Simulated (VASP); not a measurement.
An input for Ansatz (written as the equivalent of a VASP run, and not itself run):

Ansatz 0.2 input:
```yaml
crystal:
  lattice:
    - [0.0000000, 2.7300000, 2.7300000]
    - [2.7300000, 0.0000000, 2.7300000]
    - [2.7300000, 2.7300000, 0.0000000]
  atoms:
    - { symbol: Mg, position: [0.0000000, 0.0000000, 0.0000000] }
    - { symbol: Se, position: [0.5000000, 0.5000000, 0.5000000] }
kpoints:
  mp_grid: { grid: [8, 8, 8] }
hamiltonian:
  xc: r2scan
  pseudopotentials: { kind: paw }
scf:
  occupations: { method: gaussian, width: 0.05 }
  max_iter: 100
relax:
  max_steps: 60
  f_tol: 0.01
  cell: {}
output: { forces: true, stress: true, eigenvalues: true }
```

Task: Write the VASP files for the same calculation (r2SCAN).

Result: Several could match; the one computed here: 
### POSCAR
```
MgSe
1
    0.0000000000     2.7300000000     2.7300000000
    2.7300000000     0.0000000000     2.7300000000
    2.7300000000     2.7300000000     0.0000000000
Mg Se
1 1
Direct
  0.0000000000   0.0000000000   0.0000000000
  0.5000000000   0.5000000000   0.5000000000
```

File KPOINTS:
```
Automatic mesh
0
G
 8 8 8
```

### INCAR
```
! general
SYSTEM =MgSe
PREC   =Accurate
ENCUT  =520
LREAL  =F
LASPH  =T

! electronic loop
EDIFF  =1E-6
NELM   =100
ALGO   =Normal
LMAXMIX=4
LMIXTAU=T

! smearing
ISMEAR =0
SIGMA  =0.05

! functional
METAGGA=R2SCAN

! ions
IBRION =2
NSW    =60
ISIF   =3
EDIFFG =-0.01

! output
LWAVE  =F
LCHARG =F
```

POTCAR, in this order: Mg Se (PBE.64 set). Program: vasp_std.

What does not carry over: each code has its own PAW files, so the cut-off isn't converted (ENCUT is set for VASP's; basis.ecutwfc is left out, and Ansatz then takes the one that its files recommend); Ansatz stops its SCF on the density residual and VASP on the energy change (EDIFF).

The compound is MgSe in the rock salt structure. This run relaxes it. Symmetry was kept, so distortions that lower it aren't found.
